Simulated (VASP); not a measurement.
A run of VASP 6.6.1:

The input INCAR:

```
SYSTEM = Be3Te2O
ALGO = Normal
EDIFF = 1E-7
EDIFFG = -0.005
ENCUT = 520
GGA = PE
IBRION = 2
ISIF = 3
ISMEAR = 0
KPAR = 8
LASPH = .True.
LCHARG = .False.
LREAL = .False.
LWAVE = .False.
NELM = 120
NSW = 60
POTIM = 0.3
PREC = Accurate
SIGMA = 0.03
```

KPOINTS

```
k-points
0
Gamma
  6 6 4
  0 0 0
```

The input POSCAR:

```
Be3Te2O                                 
1.0
    5.3865077124     -3.0746705262      0.0000000000
    5.3865077124      3.0746705262      0.0000000000
    0.0000000000      0.0000000000      6.7732394854
  Be              Te              O             
     6     4     2
Direct
     0.4326695410677881    0.8200705441583509    0.6163093929260786
     0.1799294558416489    0.5673304589322117    0.6163093929260786
     0.9345942127846070    0.0654057872153929    0.5456117151653533
     0.8200705441583509    0.4326695410677881    0.1163093929260789
     0.5673304589322117    0.1799294558416489    0.1163093929260789
     0.0654057872153929    0.9345942127846070    0.0456117151653537
     0.5136848079255718    0.1534401193730212    0.4890273997355997
     0.1534401193730212    0.5136848079255718    0.9890273997355993
     0.8465598806269790    0.4863151920744285    0.4890273997355997
     0.4863151920744285    0.8465598806269790    0.9890273997355993
     0.1801044106001806    0.8198955893998195    0.5733883695112805
     0.8198955893998195    0.1801044106001806    0.0733883695112805
```

Potentials or basis: VASP PAW PBE potentials, release 64 (Be, Te, O).

The run is started by

```console
$ cat potpaw_PBE.64/Be/POTCAR potpaw_PBE.64/Te/POTCAR potpaw_PBE.64/O/POTCAR > POTCAR
$ mpirun -np 8 vasp_std > vasp.out
```

Hardware: 8 MPI ranks on Intel(R) Xeon(R) Platinum 8375C CPU @ 2.90GHz (Ice Lake), with other jobs on the host.

Problem. How long does it take, and how much memory?

Solution. Run time: 5.3 min on 8 MPI ranks on Intel(R) Xeon(R) Platinum 8375C CPU @ 2.90GHz (Ice Lake), on a shared host, peak memory 0.52 GiB a rank. Counts: scf iterations 47, k points 39, ion steps 6.
